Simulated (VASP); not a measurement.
# K2GaF6 (P1) in VASP: single point with PBE

Aim: the single point of K2GaF6 with PBE.

Program: VASP 6.6.1. These are calculated values, not measurements. Logs are shortened: lines on timing, memory, paths and dates and some standing lists are left out, and cuts for length are marked.

### 1 Starting point

The typed cell holds 9 atoms: a = 5.980 Å, b = 5.853 Å, c = 4.735 Å, α = 95.40°, β = 85.05°, γ = 121.87°.

The cell was built by a generator and needn't be a form met in nature.

### 2 Single point, PBE

Contents of INCAR:

```
SYSTEM = K2GaF6
ALGO = Fast ; EDIFF = 1E-6
ENCUT = 520 ; GGA = PE
ISIF = 2 ; ISMEAR = -1
LASPH = .TRUE. ; LCHARG = .FALSE.
LREAL = .FALSE. ; LWAVE = .FALSE.
NBANDS = 46 ; NELM = 100
PREC = Accurate ; SIGMA = 0.1
```

Contents of KPOINTS:

```
Automatic mesh
0
Gamma
  4 4 4
  0 0.5 0.5
```

Contents of POSCAR:

```
K2GaF6
1.0
    5.9744900000     -0.0552410000      0.2556960000
   -3.0350860000      4.9967000000     -0.2753890000
    0.2054210000     -0.1368680000      4.7287880000
F K Ga
6 2 1
Direct
    0.1345360000      0.8164110000      0.2317470000
    0.1938560000      0.3320130000      0.1873470000
    0.6801720000      0.8213560000      0.1771870000
    0.8048410000      0.1326510000      0.7972570000
    0.2857310000      0.1578090000      0.7984680000
    0.8530020000      0.6674180000      0.6840960000
    0.3242780000      0.6872020000      0.6807580000
    0.6894290000      0.3313510000      0.3115600000
    0.0291780000      0.9748880000      0.9716350000
```

Potentials or basis: VASP PAW PBE potentials, release 64 (F, K_sv, Ga_d).

Command:

```sh
$ cat potpaw_PBE.64/F/POTCAR potpaw_PBE.64/K_sv/POTCAR potpaw_PBE.64/Ga_d/POTCAR > POTCAR
$ mpirun -np 1 vasp_std > vasp.out
```

OUTCAR:

```text
SYSTEM = K2GaF6
   EDIFF = 1E-6
   ENCUT = 520
   GGA = PE
   ISIF = 2
   ISMEAR = -1
   LASPH = .TRUE.
   LREAL = .FALSE.
   NELM = 100
   PREC = Accurate

 ion  position               nearest neighbor table
   1  0.135  0.816  0.232-   9 1.93   8 2.71   7 2.83
   2  0.194  0.332  0.187-   9 1.99   7 2.84
   3  0.680  0.821  0.177-   9 1.99
   4  0.805  0.133  0.797-   9 2.23   7 2.73   8 2.79
   5  0.286  0.158  0.798-   9 1.54
   6  0.853  0.667  0.684-   9 2.00   8 2.36   7 2.76
   7  0.324  0.687  0.681-   4 2.73   6 2.76   1 2.83   2 2.84   9 3.18   8 3.73   8 3.73
   8  0.689  0.331  0.312-   6 2.36   1 2.71   4 2.79   7 3.73   7 3.73
   9  0.029  0.975  0.972-   5 1.54   1 1.93   3 1.99   2 1.99   6 2.00   4 2.23   7 3.18

  LATTYP: Found a triclinic cell.
 ALAT       =     5.8527426920
 B/A-ratio  =     0.9823859565
 C/A-ratio  =     0.8090610485
 COS(alpha) =     0.0060837769
 COS(beta)  =     0.0941621299
 COS(gamma) =     0.4687812339

  Lattice vectors:

 A1 = (  -3.0350860000,   4.9967000000,  -0.2753890000)
 A2 = (   2.9394040000,   4.9414590000,  -0.0196930000)
 A3 = (  -0.2054210000,   0.1368680000,  -4.7287880000)

Analysis of symmetry for initial positions (statically):
=====================================================================
 Subroutine PRICEL returns:
 Original cell was already a primitive cell.

 Routine SETGRP: Setting up the symmetry group for a
 triclinic supercell.

 Subroutine GETGRP returns: Found  1 space group operations
 (whereof  1 operations were pure point group operations)
 out of a pool of  2 trial point group operations.

The static configuration has the point symmetry C_1 .

Analysis of symmetry for dynamics (positions and initial velocities):
=====================================================================
 Subroutine PRICEL returns:
 Original cell was already a primitive cell.

 Routine SETGRP: Setting up the symmetry group for a
 triclinic supercell.

 Subroutine GETGRP returns: Found  1 space group operations
 (whereof  1 operations were pure point group operations)
 out of a pool of  2 trial point group operations.

The dynamic configuration has the point symmetry C_1 .

 Subroutine INISYM returns: Found  1 space group operations
 (whereof  1 operations are pure point group operations),
 and found     1 'primitive' translations

----------------------------------------------------------------------------------------

                                     Primitive cell

  volume of cell :     139.9961

  direct lattice vectors                    reciprocal lattice vectors
     5.974490000 -0.055241000  0.255696000     0.168509268  0.102115030 -0.004364557
    -3.035086000  4.996700000 -0.275389000     0.001615948  0.201431097  0.005759937
     0.205421000 -0.136868000  4.728788000    -0.009017560  0.006209097  0.212042118

  length of vectors
     5.980214275  5.852742692  4.735226139     0.197083490  0.201519912  0.212324584

  position of ions in fractional coordinates (direct lattice)
     0.134536000  0.816411000  0.231747000
     0.193856000  0.332013000  0.187347000
     0.680172000  0.821356000  0.177187000
     0.804841000  0.132651000  0.797257000
     0.285731000  0.157809000  0.798468000
     0.853002000  0.667418000  0.684096000
     0.324278000  0.687202000  0.680758000
     0.689429000  0.331351000  0.311560000
     0.029178000  0.974888000  0.971635000

  ion indices of the primitive-cell ions
   primitive index   ion index
                 1           1
                 2           2
                 3           3
                 4           4
                 5           5
                 6           6
                 7           7
                 8           8
                 9           9

----------------------------------------------------------------------------------------

 KPOINTS: Automatic mesh

Automatic generation of k-mesh.
 Grid dimensions read from file:
 generate k-points for:    4    4    4

 Generating k-lattice:

  Cartesian coordinates                     Fractional coordinates (reciprocal lattice)
     0.042127317  0.025528757 -0.001091139     0.250000000  0.000000000  0.000000000
     0.000403987  0.050357774  0.001439984     0.000000000  0.250000000  0.000000000
    -0.002254390  0.001552274  0.053010529     0.000000000 -0.000000000  0.250000000

  Length of vectors
     0.049270872  0.050379978  0.053081146

  Shift w.r.t. Gamma in fractional coordinates (k-lattice)
     0.000000000  0.500000000  0.500000000

 Subroutine IBZKPT returns following result:
 ===========================================

 Found     32 irreducible k-points:

 Following reciprocal coordinates:
            Coordinates               Weight
  0.000000  0.125000  0.125000      2.000000
  0.250000  0.125000  0.125000      2.000000
  0.500000  0.125000  0.125000      2.000000
 -0.250000  0.125000  0.125000      2.000000
 -0.000000  0.375000  0.125000      2.000000
  0.250000  0.375000  0.125000      2.000000
[... 16 lines left out ...]
  0.500000  0.375000  0.375000      2.000000
 -0.250000  0.375000  0.375000      2.000000
 [... further k-points ...]
   k-points           NKPTS =     32   k-points in BZ     NKDIM =     32   number of bands    NBANDS=     46
   number of dos      NEDOS =    301   number of ions     NIONS =      9
   total plane-waves  NPLWV =  82944
   dimension x,y,z NGX =    48 NGY =   48 NGZ =   36
   dimension x,y,z NGXF=    96 NGYF=   96 NGZF=   72
   ions per type =               6   2   1
   NGX,Y,Z   is equivalent  to a cutoff of  13.34, 13.63, 12.64 a.u.
   NGXF,Y,Z  is equivalent  to a cutoff of  26.69, 27.27, 25.28 a.u.
 SYSTEM =  K2GaF6
   PREC   = accura    normal or accurate (medium, high low for compatibility)
   ISTART =      0    job   : 0-new  1-cont  2-samecut
   ICHARG =      2    charge: 1-file 2-atom 10-const
   ISPIN  =      1    spin polarized calculation?
   LNONCOLLINEAR =      F non collinear calculations
   LSORBIT =      F    spin-orbit coupling
   LASPH  =      T    aspherical Exc in radial PAW
   ENCUT  =  520.0 eV  38.22 Ry    6.18 a.u.  11.12 10.88  8.80*2*pi/ulx,y,z
   NELM   =    100;   NELMIN=  2; NELMDL= -5     # of ELM steps
   EDIFF  = 0.1E-05   stopping-criterion for ELM
   LREAL  =      F    real-space projection
   EDIFFG = 0.1E-04   stopping-criterion for IOM
   NSW    =      0    number of steps for IOM
   IBRION =     -1    ionic relax: 0-MD 1-quasi-New 2-CG
   NFREE  =      0    steps in history (QN), initial steepest desc. (CG)
   ISIF   =      2    stress and relaxation
   ISYM   =      2    0-nonsym 1-usesym 2-fastsym
   POTIM  = 0.5000    time-step for ionic-motion
   TEBEG  =    0.0;   TEEND  =   0.0 temperature during run
   PSTRESS=    0.0 pullay stress
   NELECT =      73.0000    total number of electrons
   NUPDOWN=      -1.0000    fix difference up-down
   EMIN   =  10.00;   EMAX   =-10.00  energy-range for DOS
   EFERMI =   0.00;   METHOD = LEGACY
   ISMEAR =    -1;   SIGMA  =   0.10  broadening in eV -4-tet -1-fermi 0-gaus
   EFERMI_NEDOS =   21; number of points for ismear=-14 and -15
   IALGO  =     68    algorithm
   IMIX   =      4    mixing-type and parameters
     AMIX     =   0.40;   BMIX     =  1.00
     AMIX_MAG =   1.60;   BMIX_MAG =  1.00
  volume/ion in A,a.u.               =      15.56       104.97
  Fermi-wavevector in a.u.,A,eV,Ry     =   1.317682  2.490057 23.623586  1.736285
  Thomas-Fermi vector in A             =   2.447705
   LORBIT       =      0    0 simple, 1 ext, 2 COOP (PROOUT), +10 PAW based schemes
   GGA     = PE    functional components
   LHFCALC =     F    Hartree Fock is set to
   AEXX    =    0.0000 exact exchange contribution
   IVDW    =     0    specifies the selected vdW correction
   LEPSILON=     F    determine dielectric tensor
   LRPA    =     F    only Hartree local field effects (RPA)
 non-spin polarized calculation
 RMM-DIIS sequential band-by-band and
  energy-cutoff  :      520.00
  volume of cell :      140.00
 maximum number of plane-waves:      3791
 NGX is ok and might be reduce to    48
   NGX = 23   NGY = 21   NGZ = 17

 number of electron      72.9999993 magnetization

 Free energy of the ion-electron system (eV)
  ---------------------------------------------------
  ext. energy  EPLUGINS =         0.00000000
  ---------------------------------------------------
  free energy    TOTEN  =       -35.61024194 eV

  energy without entropy =      -35.32868148  energy(sigma->0) =      -35.46946171

 E-fermi :  -2.6519     XC(G=0):  -8.8949

 val. band max:       -2.7285314234   @ k =   0.0000   0.1250   0.1250
 cond. band min:       3.5449706265   @ k =   0.0000  -0.1250   0.1250
 fundamental gap:      6.2735020499
 Fermi energy:        -2.6519092397

 k-point     1 :       0.0000    0.1250    0.1250
  band No.  band energies     occupation
      1     -28.6222      2.00000
      2     -28.3402      2.00000
      3     -24.9341      2.00000
      4     -22.7904      2.00000
      5     -22.5058      2.00000
      6     -22.3942      2.00000
[... 38 lines left out ...]
     45       9.1140      0.00000
     46       9.5991      0.00000

 k-point     2 :       0.2500    0.1250    0.1250
  band No.  band energies     occupation
      1     -28.6201      2.00000
      2     -28.3405      2.00000
      3     -24.9324      2.00000
      4     -22.7878      2.00000
      5     -22.5099      2.00000
      6     -22.3938      2.00000
[... 38 lines left out ...]
     45       9.0624      0.00000
     46       9.4379      0.00000

 k-point     3 :       0.5000    0.1250    0.1250
  band No.  band energies     occupation
      1     -28.6194      2.00000
      2     -28.3406      2.00000
      3     -24.9325      2.00000
      4     -22.7808      2.00000
      5     -22.5331      2.00000
      6     -22.3780      2.00000
[... 38 lines left out ...]
     45       9.1925      0.00000
     46       9.5141      0.00000

 k-point     4 :      -0.2500    0.1250    0.1250
  band No.  band energies     occupation
      1     -28.6215      2.00000
      2     -28.3403      2.00000
      3     -24.9341      2.00000
      4     -22.7839      2.00000
      5     -22.5277      2.00000
      6     -22.3801      2.00000
[... 920 lines left out ...]
     45       8.9987      0.00000
     46       9.6569      0.00000

 k-point    23 :       0.5000    0.3750    0.3750
  band No.  band energies     occupation
      1     -28.6169      2.00000
      2     -28.3381      2.00000
      3     -24.9311      2.00000
      4     -22.7011      2.00000
      5     -22.5790      2.00000
      6     -22.4173      2.00000
[... 38 lines left out ...]
     45       9.1092      0.00000
     46       9.7878      0.00000

 k-point    24 :      -0.2500    0.3750    0.3750
  band No.  band energies     occupation
      1     -28.6173      2.00000
      2     -28.3381      2.00000
      3     -24.9318      2.00000
      4     -22.7097      2.00000
      5     -22.5752      2.00000
      6     -22.4059      2.00000
[... 38 lines left out ...]
     45       9.1619      0.00000
     46       9.7284      0.00000

 [... further k-points ...]

------------------------ aborting loop because EDIFF is reached ----------------------------------------

  FORCE on cell =-STRESS in cart. coord.  units (eV):
  Direction    XX          YY          ZZ          XY          YZ          ZX
  --------------------------------------------------------------------------------------
  -------------------------------------------------------------------------------------
  Total        5.1121226      6.0104784      5.3559904      4.8473629     -3.4920375     -7.6025215
  in kB       58.5053865     68.7865672     61.2963170     55.4753597    -39.9644184    -87.0066103
  external PRESSURE =      62.8627569 kB  Pullay stress =       0.0000000 kB

 VOLUME and BASIS-vectors are now :
 -----------------------------------------------------------------------------
  energy-cutoff  :      520.00
  volume of cell :      140.00
      direct lattice vectors                 reciprocal lattice vectors
     5.974490000 -0.055241000  0.255696000     0.168509268  0.102115030 -0.004364557
    -3.035086000  4.996700000 -0.275389000     0.001615948  0.201431097  0.005759937
     0.205421000 -0.136868000  4.728788000    -0.009017560  0.006209097  0.212042118

 POSITION                                       TOTAL-FORCE (eV/Angst)
 -----------------------------------------------------------------------------------
     -1.62649      4.04021      0.90545        -0.002438      0.267833     -0.871747
      0.18899      1.62262      0.84406        -0.721841      0.044887      1.143564
      1.60719      4.04224      0.78560         0.638163      0.355809     -0.218029
      4.56968      0.50924      3.93932         0.422253     -0.048946      0.018594
      1.39216      0.66346      3.80539         7.069613      5.508667     -6.518607
      3.21111      3.19414      3.26925         0.114157      0.811512      1.444289
     -0.00848      3.32265      3.11283         0.506837     -0.354605     -0.050904
      3.17731      1.57493      1.55834        -0.100242     -0.557361     -0.562195
     -2.58495      4.73663      4.33364        -7.926501     -6.027797      5.615034
 -----------------------------------------------------------------------------------
    total drift:                                0.004070      0.006661      0.001931

  FREE ENERGIE OF THE ION-ELECTRON SYSTEM (eV)
  ---------------------------------------------------
  free  energy   TOTEN  =       -35.6102419358 eV

  energy  without entropy=      -35.3286814839  energy(sigma->0) =      -35.46946171
```

Run time: 5.2 min. Hardware: 1 thread of Intel Xeon 6975P-C (Granite Rapids), shared host; peak memory 0.38 GiB.

What came out:

```yaml
Free_energy: -35.6102 eV
Pressure: 6.3 GPa
Largest_force: 11.432 eV/Å
Band_gap_on_the_k_mesh: none (metal or under the smearing width)
```

Forces on the atoms (eV/Å):
```
F   -0.002  0.268 -0.872
F   -0.722  0.045  1.144
F    0.638  0.356 -0.218
F    0.422 -0.049  0.019
F    7.070  5.509 -6.519
F    0.114  0.812  1.444
K    0.507 -0.355 -0.051
K   -0.100 -0.557 -0.562
Ga  -7.927 -6.028  5.615
```

Caveat: an odd number of electrons without spin polarisation forces a metal; a magnetic or distorted state may lie lower.
